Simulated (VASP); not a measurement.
A run of VASP 6.6.1 is set up as follows.

The input INCAR:

```
SYSTEM = P
  PREC = Accurate
  ENCUT = 600
  EDIFF = 1E-7
  ISMEAR = 0
  SIGMA = 0.03
  LREAL = .False.
  LASPH = .True.
  NELM = 80
  ALGO = Normal
  ISIF = 3
  LWAVE = .False.
  LCHARG = .False.
  IBRION = 2
  NSW = 90
  EDIFFG = -0.005
```

KPOINTS

```
Automatic mesh
0
Gamma
  10 10 8
  0 0 0
```

Contents of POSCAR:

```
P                                       
1.0
    1.6515236594     -5.0793961389      0.0000000000
    1.6515236594      5.0793961389     -0.0000000000
    0.0000000000      0.0000000000      4.1384642443
  P             
     4
Direct
     0.8936769649048607    0.1063230350951394    0.0718630667128853
     0.6063230350951393    0.3936769649048606    0.5718630667128851
     0.1063230350951394    0.8936769649048607    0.9281369332871149
     0.3936769649048606    0.6063230350951393    0.4281369332871148
```

Potentials or basis: VASP PAW LDA potentials, release 64 (P).

Launch:

```sh
$ cat potpaw_LDA.64/P/POTCAR > POTCAR
$ mpirun -np 1 vasp_std > vasp.out
```

Task: What does it give for the space group after relaxing (to 0.05 Å)?

Result: Cmce (No. 64).

Task: What does it give for the relaxed volume?

Result: 17.35 Å³/atom.

Task: What does it give for the band gap on the k mesh?

Result: None (metal or under the smearing width).

Final structure:
```yaml
crystal:
  lattice:
    - [1.65218, -5.08398, 0.00000]
    - [1.65218, 5.08398, 0.00000]
    - [0.00000, 0.00000, 4.13219]
  atoms:
    - { symbol: P, position: [0.89375, 0.10625, 0.07161] }
    - { symbol: P, position: [0.60625, 0.39376, 0.57161] }
    - { symbol: P, position: [0.10625, 0.89375, 0.92839] }
    - { symbol: P, position: [0.39376, 0.60625, 0.42839] }
```
